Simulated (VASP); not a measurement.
Here is the system:

```
CELL_PARAMETERS angstrom
      0.00000     2.99697     2.99697
      2.99697     0.00000     2.99697
      2.99697     2.99697     0.00000
ATOMIC_POSITIONS crystal
  Al 0.25000 0.25000 0.25000
  Al 0.75000 0.75000 0.75000
  Au 0.00000 0.00000 0.00000
```

Calculation: PBEsol GGA, VASP's PBE PAW potentials (set 64) (plane waves; VASP). Settings: 480 eV cut-off, 8×8×8 Γ-centred mesh, first-order Methfessel-Paxton smearing of 0.10 eV, potentials Al Au.

Energy and stress use the plane-wave basis of the starting cell.

The ions, cell shape and volume at an external pressure of 20.0 GPa are relaxed. What does this cell relax into?

```
CELL_PARAMETERS angstrom
      0.00000     2.87340     2.87340
      2.87340     0.00000     2.87340
      2.87340     2.87340     0.00000
ATOMIC_POSITIONS crystal
  Al 0.25000 0.25000 0.25000
  Al 0.75000 0.75000 0.75000
  Au 0.00000 0.00000 0.00000
```
Space group Fm-3m (225), at a tolerance of 0.03 Å.

How do energy and volume change from the first to the last step?

The energy (σ→0) changes by +118.9 meV/atom and the volume by -11.9 %, in 7 ionic steps.

| step | E(σ→0) (eV) | max force (eV/Å) | pressure (GPa) | volume (Å³) |
|---|---|---|---|---|
| 1 | -13.4823 | 0.000 | 0.17 | 53.84 |
| 2 | -10.4080 | 0.000 | 86.03 | 38.32 |
| 3 | -13.1730 | 0.000 | 18.35 | 47.84 |
| 4 | -13.1364 | 0.000 | 19.64 | 47.53 |
| 5 | -13.1214 | 0.000 | 20.16 | 47.41 |
| 6 | -13.1329 | 0.000 | 19.76 | 47.51 |
| 7 | -13.1257 | 0.000 | 20.01 | 47.45 |

The compound is AuAl2 in the fluorite structure. This run relaxes it under an external pressure of 20 GPa. Symmetry was kept, so distortions that lower it aren't found. The electron count is odd and the run is not spin-polarised, which forces a metal.
